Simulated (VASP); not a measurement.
```
PbSe
1.0
    0.00000     3.13583     3.13583
    3.13583     0.00000     3.13583
    3.13583     3.13583     0.00000
Pb Se
1 1
Direct
  0.00000   0.00000   0.00000
  0.50000   0.50000   0.50000
```

Calculation: revPBE GGA, VASP's PBE PAW potentials (set 64) (plane waves; VASP). Numerical set-up: 520 eV cut-off, 7×7×7 Γ-centred mesh, Gaussian smearing of 0.050 eV, potentials Pb_d Se.

### Question
What does the run give for the energy per atom (σ→0)?

### Answer

```yaml
energy per atom (σ→0): -3.804 eV/atom
```

Only differences to runs with the same potentials and settings are physical.

The compound is PbSe in the rock salt structure. It was relaxed first, which changed the volume by +8 %. The start is the result of an earlier pass.
